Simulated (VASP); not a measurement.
Output of a VASP run:

### OUTCAR
```
 ion  position               nearest neighbor table
   1  0.000  0.000  0.000-
   2  0.500  0.500  0.500-
  LATTYP: Found a face centered cubic cell.
 ALAT       =     4.7226000000
 Subroutine PRICEL returns:
 Original cell was already a primitive cell.
 Subroutine GETGRP returns: Found 48 space group operations
The static configuration has the point symmetry O_h .
The dynamic configuration has the point symmetry O_h .
 Subroutine INISYM returns: Found 48 space group operations
 Subroutine IBZKPT returns following result:
 Found     35 irreducible k-points:

 Following reciprocal coordinates:
            Coordinates               Weight
  0.000000  0.000000  0.000000      1.000000
  0.111111  0.000000  0.000000      8.000000
  0.222222  0.000000  0.000000      8.000000
  0.333333  0.000000  0.000000      8.000000
  0.444444  0.000000  0.000000      8.000000
  0.111111  0.111111  0.000000      6.000000
  0.222222  0.111111  0.000000     24.000000
  0.333333  0.111111  0.000000     24.000000
  0.444444  0.111111  0.000000     24.000000
 -0.444444  0.111111  0.000000     24.000000
 -0.333333  0.111111  0.000000     24.000000
 -0.222222  0.111111  0.000000     24.000000
 -0.111111  0.111111  0.000000     12.000000
  0.222222  0.222222  0.000000      6.000000
  0.333333  0.222222  0.000000     24.000000
  0.444444  0.222222  0.000000     24.000000
 -0.444444  0.222222  0.000000     24.000000
 -0.333333  0.222222  0.000000     24.000000
 -0.222222  0.222222  0.000000     12.000000
  0.333333  0.333333  0.000000      6.000000
  0.444444  0.333333  0.000000     24.000000
 -0.444444  0.333333  0.000000     24.000000
 -0.333333  0.333333  0.000000     12.000000
  0.444444  0.444444  0.000000      6.000000
 -0.444444  0.444444  0.000000     12.000000
  0.333333  0.222222  0.111111     24.000000
  0.444444  0.222222  0.111111     48.000000
 -0.444444  0.222222  0.111111     48.000000
  0.444444  0.333333  0.111111     24.000000
 -0.444444  0.333333  0.111111     48.000000
 -0.333333  0.333333  0.111111     48.000000
 -0.222222  0.333333  0.111111     24.000000
 -0.444444  0.444444  0.111111     24.000000
 -0.333333  0.444444  0.111111     24.000000
 -0.333333  0.444444  0.222222     24.000000
   k-points           NKPTS =     35   k-points in BZ     NKDIM =     35   number of bands    NBANDS=     11
   number of dos      NEDOS =    301   number of ions     NIONS =      2
   total plane-waves  NPLWV =  21952
   dimension x,y,z NGX =    28 NGY =   28 NGZ =   28
   dimension x,y,z NGXF=    56 NGYF=   56 NGZF=   56
   ions per type =               1   1
   PREC   = accura    normal or accurate (medium, high low for compatibility)
   ISTART =      0    job   : 0-new  1-cont  2-samecut
   ICHARG =      2    charge: 1-file 2-atom 10-const
   ISPIN  =      1    spin polarized calculation?
   LNONCOLLINEAR =      F non collinear calculations
   LSORBIT =      F    spin-orbit coupling
   INIWAV =      1    electr: 0-lowe 1-rand  2-diag
   ENCUT  =  520.0 eV  38.22 Ry    6.18 a.u.   6.21  6.21  6.21*2*pi/ulx,y,z
   NELM   =    100;   NELMIN=  2; NELMDL= -5     # of ELM steps
   EDIFF  = 0.1E-05   stopping-criterion for ELM
   LREAL  =      F    real-space projection
   NLSPLINE    = F    spline interpolate recip. space projectors
   LMAXMIX     =    2 max onsite mixed and CHGCAR
   VOSKOWN=      0    Vosko Wilk Nusair interpolation
   EDIFFG = 0.1E-04   stopping-criterion for IOM
   NSW    =      0    number of steps for IOM
   NBLOCK =      1;   KBLOCK =      1    inner block; outer block
   IBRION =     -1    ionic relax: 0-MD 1-quasi-New 2-CG
   NFREE  =      0    steps in history (QN), initial steepest desc. (CG)
   ISIF   =      2    stress and relaxation
   ISYM   =      2    0-nonsym 1-usesym 2-fastsym
   TEIN   =    0.0    initial temperature
   TEBEG  =    0.0;   TEEND  =   0.0 temperature during run
...
```

### OSZICAR
```
       N       E                     dE             d eps       ncg     rms          rms(c)
DAV:   1     0.110114440741E+03    0.11011E+03   -0.81430E+03   791   0.149E+03
DAV:   2    -0.298421394908E+01   -0.11310E+03   -0.10309E+03   826   0.370E+02
DAV:   3    -0.940819913437E+01   -0.64240E+01   -0.64042E+01   902   0.870E+01
DAV:   4    -0.947570639263E+01   -0.67507E-01   -0.67497E-01   845   0.982E+00
DAV:   5    -0.947645504403E+01   -0.74865E-03   -0.74863E-03   890   0.108E+00    0.543E+00
DAV:   6    -0.904137671274E+01    0.43508E+00   -0.29965E-01   902   0.521E+00    0.384E+00
DAV:   7    -0.857088440492E+01    0.47049E+00   -0.22523E+00   940   0.149E+01    0.168E+00
DAV:   8    -0.861745440992E+01   -0.46570E-01   -0.35778E-01   770   0.818E+00    0.132E+00
DAV:   9    -0.856836894119E+01    0.49085E-01   -0.24989E-01   829   0.835E+00    0.160E-01
DAV:  10    -0.856900236752E+01   -0.63343E-03   -0.60257E-03   830   0.869E-01    0.113E-01
DAV:  11    -0.856949801613E+01   -0.49565E-03   -0.22416E-03   797   0.729E-01    0.221E-01
DAV:  12    -0.856903084711E+01    0.46717E-03   -0.13042E-03   818   0.397E-01    0.525E-02
DAV:  13    -0.856902837594E+01    0.24712E-05   -0.15102E-05   886   0.931E-02    0.452E-02
DAV:  14    -0.856902711391E+01    0.12620E-05   -0.11597E-05   803   0.580E-02    0.257E-02
DAV:  15    -0.856902500189E+01    0.21120E-05   -0.24831E-06   749   0.178E-02    0.178E-02
DAV:  16    -0.856902448864E+01    0.51325E-06   -0.25508E-06   791   0.154E-02
   1 F= -.85690245E+01 E0= -.85690245E+01  d E =-.845795E-11
```

OUTCAR:
```
------------------------ aborting loop because EDIFF is reached ----------------------------------------
  FORCE on cell =-STRESS in cart. coord.  units (eV):
  Direction    XX          YY          ZZ          XY          YZ          ZX
  --------------------------------------------------------------------------------------
  Total       -0.0923828     -0.0923828     -0.0923828      0.0000000      0.0000000     -0.0000000
  in kB       -5.6210591     -5.6210591     -5.6210591      0.0000000      0.0000000     -0.0000000
  external PRESSURE =      -5.6210591 kB  Pullay stress =       0.0000000 kB
  volume of cell :       26.33
      direct lattice vectors                 reciprocal lattice vectors
     0.000000000  2.361300000  2.361300000    -0.211747766  0.211747766  0.211747766
     2.361300000  0.000000000  2.361300000     0.211747766 -0.211747766  0.211747766
     2.361300000  2.361300000  0.000000000     0.211747766  0.211747766 -0.211747766
  FREE ENERGIE OF THE ION-ELECTRON SYSTEM (eV)
  ---------------------------------------------------
  free  energy   TOTEN  =        -8.5690244886 eV

  energy  without entropy=       -8.5690244886  energy(sigma->0) =       -8.56902449
```
(Selected blocks of OUTCAR.)

File POSCAR:
```
NaF
1
    0.0000000000     2.3613000000     2.3613000000
    2.3613000000     0.0000000000     2.3613000000
    2.3613000000     2.3613000000     0.0000000000
Na F
1 1
Direct
  0.0000000000   0.0000000000   0.0000000000
  0.5000000000   0.5000000000   0.5000000000
```

Write an INCAR and KPOINTS that could have produced this output.

This is not unique; one that fits is the input of the run itself, PBE GGA, plane waves, VASP's PBE PAW potentials (set 64).

INCAR:
```
SYSTEM = NaF
PREC = Accurate; ENCUT = 520; LREAL = .FALSE.
LASPH = .TRUE.
EDIFF = 1E-6; NELM = 100; ALGO = Normal
IMIX = 4; AMIX = 0.1; BMIX = 3.0
ISMEAR = 0; SIGMA = 0.05
GGA = PE
ISIF = 2
LWAVE = .FALSE.; LCHARG = .FALSE.
```

### KPOINTS
```
Automatic mesh
0
Gamma
9 9 9
0 0 0
```

POTCAR, in this order: Na_pv F (PBE.64 set). Program: vasp_std.

The compound is NaF in the rock salt structure. The cell was not relaxed at this level. The run is one of a series of settings (AMIX = 0.1, BMIX = 3.0, IMIX = 4 against the base run), some of them coarse on purpose.
